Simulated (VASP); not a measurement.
All values below come from PBE GGA, VASP's PBE PAW potentials (set 64) (plane waves; VASP 6.6.1).

The input files of a VASP run:

**KPOINTS**
```
Automatic mesh
0
Gamma
10 10 10
0 0 0
```

### INCAR
```
! general
SYSTEM =Si2W
PREC   =Accurate
ENCUT  =300   ! plane-wave cut-off (eV)
LREAL  =.FALSE.   ! projection in real space or not
LASPH  =.TRUE.

! electronic loop
EDIFF  =1E-6   ! SCF stop (eV)
NELM   =100   ! most electronic steps
ALGO   =Normal
LMAXMIX=6   ! l cut-off of mixed one-centre charges

! smearing
ISMEAR =-1
SIGMA  =0.1

! functional
GGA    =PE   ! PBE

! ions
ISIF   =2   ! forces and stress, cell fixed

! output
LWAVE  =.FALSE.
LCHARG =.FALSE.
```

POSCAR:
```
Si2W
1.0
 -1.5848620000   1.5848620000   3.8464160000
  1.5848620000  -1.5848620000   3.8464160000
  1.5848620000   1.5848620000  -3.8464160000
Si W
2 1
direct
  0.3349900000   0.3349900000   0.0000000000
  0.6650100000   0.6650100000   0.0000000000
  0.0000000000   0.0000000000   0.0000000000
```

POTCAR, in this order: Si W_sv (PBE.64 set). Program: vasp_std.

### Question
What will the output report for the number of irreducible k-points (NKPTS), largest plane-wave count, number of space-group operations, FFT grid (NGX, NGY, NGZ)?

### Answer

```json
{
  "number of irreducible k-points (NKPTS)": "102",
  "largest_plane_wave_count": "472",
  "number_of_space_group_operations": "16",
  "FFT grid (NGX, NGY, NGZ)": "28 × 28 × 28"
}
```

The structure comes from a computed database's Si2W entry; how it stands against other phases isn't given here. The cell was not relaxed at this level.
